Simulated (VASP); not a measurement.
Input for VASP

### POSCAR
```
ZnSnP2
1.0
  3.9664262033   0.0000000000   0.0000000000
  0.0000000000   3.9664262033   0.0000000000
  0.0000000000   0.0000000000   5.5153003285
Zn Sn P
1 1 2
Cart
  0.0000000000   0.0000000000   5.5153003285
  1.9832131017   1.9832131017   2.7576501643
  3.9664262033   1.9832131017   1.2289535073
  1.9832131017   0.0000000000   4.2863468212
```

### INCAR
```
ALGO = Normal
EDIFF = 1E-8
EDIFFG = -0.001
ENCUT = 400
IBRION = 1
ISIF = 2
ISMEAR = 0
LASPH = .TRUE.
LCHARG = .FALSE.
LMAXMIX = 4
LREAL = .FALSE.
LWAVE = .FALSE.
NELM = 100
NSW = 30
PREC = Accurate
SIGMA = 0.05
SYSTEM = ZnSnP2
```

**KPOINTS**
```
Automatic mesh
0
Gamma
5 5 4
0 0 0
```

POTCAR, in this order: Zn Sn_d P (LDA.64 set). Program: vasp_std.

Task: Write an equivalent input for Quantum ESPRESSO's pw.x.

Result: One equivalent input (not run):
```
&CONTROL
  calculation = 'relax'
  pseudo_dir = './pseudo'
  outdir = './out'
  tprnfor = .true.
  tstress = .true.
  nstep = 30
  forc_conv_thr = 3.9e-05
/
&SYSTEM
  ibrav = 0
  nat = 4
  ntyp = 3
  ecutwfc = 84
  occupations = 'smearing'
  smearing = 'gaussian'
  degauss = 0.003675
  input_dft = 'pz'
/
&ELECTRONS
  conv_thr = 7.3e-10
  electron_maxstep = 100
/
&IONS
/
ATOMIC_SPECIES
  Zn 65.380 Zn.upf
  Sn 118.710 Sn.upf
  P 30.974 P.upf
CELL_PARAMETERS angstrom
     3.9664262    0.0000000    0.0000000
     0.0000000    3.9664262    0.0000000
    -0.0000000    0.0000000    5.5153003
ATOMIC_POSITIONS crystal
  Zn   0.0000000  0.0000000  1.0000000
  Sn   0.5000000  0.5000000  0.5000000
  P    1.0000000  0.5000000  0.2228262
  P    0.5000000  0.0000000  0.7771738
K_POINTS automatic
  5 5 4 0 0 0
```
The two are equivalent in intent, not identical: the potentials are each code's own (VASP's PAW set, PseudoDojo norm-conserving files in pw.x), so ENCUT and ecutwfc are chosen apart and not converted; conv_thr bounds pw.x's estimated SCF error, while EDIFF bounds the energy change between steps; forc_conv_thr acts on force components and is met together with etot_conv_thr.

The structure comes from a computed database's ZnSnP2 entry (P-4m2); how it stands against other phases isn't given here. This run relaxes the ions in a fixed cell. Symmetry was kept, so distortions that lower it aren't found. The start is the result of an earlier pass.
